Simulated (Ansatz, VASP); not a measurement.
# Cross-check of KBr between VASP and Ansatz, part 2 of 2

Wanted: the spread between two codes on one cell, functional and k mesh. The cell is taken from a series of runs on this material, whose earlier steps may have relaxed, scaled, displaced or heated it; both programs get it as it stands.

VASP 6.6.1 and Ansatz 0.2.0.

So far: The structure; VASP: zone-centre phonons, LDA.

**3. Ansatz: zone-centre phonons, LDA**

Level of this step: Ansatz beside VASP: Kohn-Sham DFT, plane waves, LDA (Ansatz).

Ansatz runs on its default PAW (the set named soft_2) files.

The same cell, functional (in two slightly different forms) and mesh now go to Ansatz, which takes its cutoff from its data sets.

Contents of input.yaml:

```yaml
crystal:
  lattice:
    - [0.0, 3.169916673, 3.169916673]
    - [3.169916673, 0.0, 3.169916673]
    - [3.169916673, 3.169916673, 0.0]
  atoms:
    - { symbol: K, position: [0.0, 0.0, 0.0] }
    - { symbol: Br, position: [0.5, 0.5, 0.5] }
kpoints:
  mp_grid: { grid: [6, 6, 6] }
hamiltonian:
  xc: lda
scf:
  occupations: { method: fixed }
output:
  eigenvalues: true
phonons:
  method: dfpt
  dielectric: true
  rigid_motions: translations
```

On the command line:

```console
$ ansatz run input.yaml --threads 4 --pin off --max-ram 9216MiB --backend cpu --events-out ev --progress --plain --runs-dir out
```

Numbers of over 12 decimals in the logs are rounded to 6 here.

What it wrote:

```text
Engine: ansatz 0.2.0, aarch64-unknown-linux-gnu
Pseudopotentials: kind: paw
Pseudopotential: K, paw, valence charge 9, recommended cutoff 420 eV (normal), K.paw.azcp
Pseudopotential: Br, paw, valence charge 7, recommended cutoff 420 eV (normal), Br.paw.azcp
Functional definition: SPW92
  exchange = slater_x
  correlation = pw_c
Crystal: 2 atoms, lattice volume = 63.705 Å³
Basis set: ecut = 420 eV, 1243 PW (Γ), exchange–correlation on 60×60×60 points (8 copies of the dense FFT grid, shifted against one another)
Bands: 12, of which v1, the nominal top of the filled ones, is band 8 counted from 1 (7 counted from 0)
Symmetry: 48 space group operations
k-points: 30 of 216 (irreducible under 8 space group operations, time reversal used)
Non-local potential: K, projectors of the file, l = 0: 3, l = 1: 2, l = 2: 2
Non-local potential: Br, projectors of the file, l = 0: 2, l = 1: 2, l = 2: 2
PAW form: soft (Blöchl's): semilocal exchange-correlation on the pseudo side does not see the compensation charge
PAW frozen core: K, regenerated for the run's functional, and the local potential with it (the file was generated under x = pbe(κ = 0.804, μ = 0.219515), c = pbe(β = 0.066725))
PAW frozen core: Br, regenerated for the run's functional, and the local potential with it (the file was generated under x = pbe(κ = 0.804, μ = 0.219515), c = pbe(β = 0.066725))
PAW one-centre angular grid: K, 110 points (default); XC on 64 Gauss nodes
PAW one-centre angular grid: Br, 110 points (default); XC on 64 Gauss nodes
Initial density: superposition of atomic densities (neutral atoms: chi_scale 0, normalization atom), corrected by the library's trained network
Initial wavefunctions: pseudopotential atomic-orbital guess
Functional: x = slater, c = lda
SCF iter   1: F=—  HF=-4193.640271 eV  |F-HF|=—  |Δ(HF+E_count)|=         —  Δρ=5.03e-3  dr2=9.65e-3  ethr=1.77e-3  ⟨swp⟩=5.5  Hψ=1978  notcnv=0  defer=53
preconditioner: auto → none  [insulator: Δε(μ)=4.330 eV  Ē_g=14.685 eV  n_scr=14 (ndim 8)  ℏωp=17.4 eV  f_vac=0.039  ε∞_Penn≈2.4]
SCF iter   2: F=—  HF=-4193.637438 eV  |F-HF|=—  |Δ(HF+E_count)|=   2.83e-3  Δρ=2.43e-3  dr2=1.77e-3  ethr=6.03e-5  ⟨swp⟩=2.3  Hψ=800  notcnv=0  defer=58
SCF iter   3: F=—  HF=-4193.637012 eV  |F-HF|=—  |Δ(HF+E_count)|=   4.27e-4  Δρ=2.20e-4  dr2=2.06e-5  ethr=1.11e-5  ⟨swp⟩=1.1  Hψ=364  notcnv=0  defer=58
SCF iter   4: F=—  HF=-4193.637009 eV  |F-HF|=—  |Δ(HF+E_count)|=   3.09e-6  Δρ=3.52e-5  dr2=8.06e-7  ethr=1.29e-7  ⟨swp⟩=2.0  Hψ=600  notcnv=0  defer=45
SCF iter   5: F=—  HF=-4193.637008 eV  |F-HF|=—  |Δ(HF+E_count)|=   5.75e-7  Δρ=1.64e-5  dr2=5.93e-8  ethr=5.04e-9  ⟨swp⟩=2.0  Hψ=556  notcnv=0  defer=2
SCF iter   6: F=—  HF=-4193.637008 eV  |F-HF|=—  |Δ(HF+E_count)|=   5.77e-9  Δρ=3.83e-6  dr2=1.09e-8  ethr=3.71e-10  ⟨swp⟩=2.1  Hψ=593  notcnv=0  defer=2
SCF iter   7: F=—  HF=-4193.637008 eV  |F-HF|=—  |Δ(HF+E_count)|=   3.43e-9  Δρ=1.65e-6  dr2=1.78e-9  ethr=6.84e-11  ⟨swp⟩=2.6  Hψ=500  notcnv=0  defer=2
SCF iter   8: F=-4193.637008 eV  HF=-4193.637008 eV  |F-HF|=4.73e-11  |Δ(HF+E_count)|=  6.91e-10  Δρ=3.07e-7  dr2=5.68e-11  ethr=1.00e-12  ⟨swp⟩=7.5  Hψ=2724  notcnv=0
SCF 1 converged in 8 iterations: F = -4193.637008 eV  dr2 = 5.68e-11
  greatest PAW one-centre occupation: 0.985 electrons in one spin orbital (limit 2), on the K atom at site 0 (counted from 0), in its partial waves of l = 0
NSCF: frozen V_eff on 2 k-points
DFPT response loops at Γ: preconditioner auto → none (the input reference at scf.mixing.eps_inf says where Resta's filter doesn't serve); β = 0.50; Broyden in place of MSR1
── the response to a field inside a basis, on 6×6×6 k-points: an SCF that follows is theirs, and a resumed run solves both again ──
Bands: 9, of which v1, the nominal top of the filled ones, is band 8 counted from 1 (7 counted from 0)
k-points: 28 of 216 (irreducible under 12 space group operations)
Initial density: handed on by an earlier stage of this run
Initial wavefunctions: pseudopotential atomic-orbital guess (no wavefunctions were taken with the density)
Eigensolver: Dense (28 Hₖ)
SCF iter   1: F=—  HF=-4193.636482 eV  |F-HF|=—  |Δ(HF+E_count)|=         —  Δρ=4.71e-5  dr2=1.96e-7  ethr=1.00e-1
preconditioner: auto → none  [insulator: Δε(μ)=4.618 eV  Ē_g=13.080 eV  n_scr=14 (ndim 8)  ℏωp=17.4 eV  f_vac=0.031  ε∞_Penn≈2.8]
SCF iter   2: F=-4193.636483 eV  HF=-4193.636483 eV  |F-HF|=9.99e-8  |Δ(HF+E_count)|=   2.86e-7  Δρ=2.31e-5  dr2=4.33e-8  ethr=1.22e-9
SCF 1 converged in 2 iterations: F = -4193.636483 eV  dr2 = 4.33e-8
DFPT response loops at Γ: mixed as the last ones told, above
SCF converged after 8 iterations
Free energy (F): -4193.637008 eV
Harris-Foulkes:  -4193.637008 eV  (|F-HF|=4.73e-11)
Internal energy: -4193.637008 eV  (E = F + TS)
E sigma→0 (E₀):  -4193.637008 eV
Fermi energy:    1.673360 eV
--- Per-component energies (eV) ---
  E_band       = -122.159005
  E_kinetic    = 389.347995
  E_local      = -792.100708  (includes V_loc(G=0)·N_el)
  E_nonlocal   = 87.308702
  E_hartree    = 252.909018
  E_xc         = -395.401077
  E_vxc        = -269.904573  (∫ρ·V_xc dr)
  E_paw        = -2903.350218  (= ΣΔE_a)
  E_vpaw       = -42.628443  (= ΣTr[D̂ρ^β])
  E_aug_tail   = -0.000003  (compensation charges beyond the density's cutoff)
  E_ewald      = -832.814728
  E_core_change = 0.464011  (= ΣΔE_core)
  E_smearing   = -0.000000  (= −TS)
  E_closure    = 0.000000  (closes the sum)
  Σ components = -4193.637008   (vs F -4193.637008, Δ=0.00e0)
--- Band table (eV; the first three rows and the last of 30) ---
  k-point 0: bands = [... 4 lower, -9.2494, 1.6734, 1.6734, 1.6734, 6.0394, 9.0209, 9.0209, 9.0209]
  k-point 1: bands = [... 4 lower, -9.1684, 1.1886, 1.5461, 1.5461, 6.7988, 8.8929, 9.3887, 9.3887]
  k-point 2: bands = [... 4 lower, -9.0173, 0.4584, 1.3122, 1.3122, 7.8596, 9.3976, 10.3734, 10.3734]
  k-point 29: bands = [... 4 lower, -9.1772, 0.8135, 1.0510, 1.1239, 7.9406, 9.7785, 9.9665, 11.1217]
--- Phonons (Γ-DFPT): 2 representative perturbations + reference, on 30 of 216 k-points (Σ response iterations 6) ---
  k mesh reduced under 8 symmetry operations, with k and −k counted as one. Each operation leaves every solved perturbation unchanged. A smaller set is not considered because the run solves the response to a homogeneous field
  ASR residual: 2.104e-4 → 0.000e0 eV/Å²; symmetrization residual: 4.330e-6 eV/Å²
  ASR residual per site (eV/Å²): 1.43e-4 2.10e-4
  Γ frequencies (cm⁻¹): 0.00 0.00 0.00 134.40 134.40 134.40
  ε∞ (high-frequency dielectric tensor):
        2.779108     0.000000    -0.000000
        0.000000     2.779108     0.000000
       -0.000000     0.000000     2.779108
  ε⁰ (static dielectric tensor: ions relaxed, cell fixed):
        4.741602     0.000000     0.000000
        0.000000     4.741602     0.000000
        0.000000     0.000000     4.741602
  ε⁰ − ε∞ (ionic part):
        1.962494     0.000000     0.000000
        0.000000     1.962494     0.000000
        0.000000     0.000000     1.962494
  softest optical mode at Γ: 134.40 cm⁻¹; the repairs (sum rule, projections) moved no ω² at Γ by more than (1.08 cm⁻¹)²
  Born effective charges Z* (e; rows j = field, columns β = displacement):
    site 0:
         1.09764    0.00000   -0.00000
        -0.00000    1.09764   -0.00000
         0.00000    0.00000    1.09764
    site 1:
        -1.09764   -0.00000    0.00000
         0.00000   -1.09764    0.00000
        -0.00000   -0.00000   -1.09764
  Z* charge neutrality: 1.968e-4 e pre-enforcement
  solved inside a basis spanned on kpoints, on 6×6×6 k-points, its susceptibility summed on 10×10×10: ε∞ is read to err by 5.6e-3, Z* by 9.5e-3 e (field_mesh: kpoints solves on kpoints); Z* is corrected for what the basis lacks
  optical modes at Γ without the LO–TO term, one row a degenerate level:
      ω (cm⁻¹)  modes    IR ((D/Å)²/amu)
        134.40      3             3.1764
  optical modes at Γ + LO–TO along q̂ = [1.0000, 0.0000, 0.0000]:
      ω (cm⁻¹)  modes    IR ((D/Å)²/amu)
        134.40      2             2.1176
        175.55      1             1.0588
  optical modes at Γ + LO–TO along q̂ = [0.0000, 1.0000, 0.0000]:
      ω (cm⁻¹)  modes    IR ((D/Å)²/amu)
        134.40      2             2.1176
        175.55      1             1.0588
  optical modes at Γ + LO–TO along q̂ = [0.0000, 0.0000, 1.0000]:
      ω (cm⁻¹)  modes    IR ((D/Å)²/amu)
        134.40      2             2.1176
        175.55      1             1.0588
```

The column dr2 measures how far the density is from self-consistency, as an energy; F and HF (Harris–Foulkes) agree once it is small.

**4. Comparison**

Known differences besides the potentials themselves: the two LDA forms differ slightly; fixed occupations in Ansatz, narrow Gaussian smearing in VASP; VASP's response is taken on the typed mesh, Ansatz refines its own for the field response alone; the cutoff is 420 eV in Ansatz and 500 eV in VASP; VASP's log shows a relativistic correction to its local exchange, Ansatz's none. Total energies have different zeros and are not compared.

Both answers:

```csv
quantity,Ansatz,VASP,difference
ε∞ xx,2.78,2.78,-0.12 %
ε∞ yy,2.78,2.78,-0.12 %
ε∞ zz,2.78,2.78,-0.12 %
Born charge of K1 (mean of the diagonal) (e),1.10,1.10,0.00
Born charge of Br2 (mean of the diagonal) (e),-1.10,-1.10,0.00
optical mode 1 to 3 (cm⁻¹),134.4,136.0,-1.16 %
```

Modes are paired by rising frequency, not by their patterns, so a pair may set unlike modes beside each other; they are those without the splitting of longitudinal modes.

**5. Results**

```
r.m.s. difference of the optical zone-centre modes, each program's sorted by frequency (zone-centre phonons, LDA) : 1.6 cm⁻¹
difference in optical mode 1 to 3 (zone-centre phonons, LDA)                                                      : -1.2 %
```

What this shows: The r.m.s. difference of the optical zone-centre modes, each program's sorted by frequency is 1.6 cm⁻¹ (zone-centre phonons, LDA). Among the rows given in per cent, the largest difference of the zone-centre phonons, LDA pair is in optical mode 1 to 3, -1.2 %. How closely two codes agree says nothing of how well the functional describes the real material.

[Lines on the potential files, build, host, timing and source positions are cut from VASP's logs without a mark.]

[Logs are printed without paths, hosts, clocks, repeated set-up lines and the standing remarks that a program may print on its own settings, such as how far it seeks lower states.]

[Hosts, paths, dates, database ids (printed as entryN), source tags and the programs' standing remarks are cut or masked in the printed files.]
